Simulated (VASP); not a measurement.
Consider the following.

```
CELL_PARAMETERS angstrom
      2.97325     0.00000     0.00000
      0.00000     2.97325     0.00000
      0.00000     0.00000     2.97325
ATOMIC_POSITIONS crystal
  Mo 0.00000 0.00000 0.00000
  P  0.50000 0.50000 0.50000
```

Computed with PBEsol GGA, VASP's PBE PAW potentials (set 64) (plane waves; VASP). Run with 400 eV cut-off, Gaussian smearing of 0.050 eV, potentials Mo_sv P.

Problem. Estimate the band gap (along the path) with the smallest direct gap where there is one.

Solution. 
band gap (along the path): none (metal, semimetal or under 0.01 eV)

Total energies compare only between runs with the same potentials, cut-off and functional.

The structure was generated: MoP was put into the CsCl type (Pm-3m), which need not be its known phase. It was relaxed first. The electron count is odd and the run is not spin-polarised, which forces a metal.
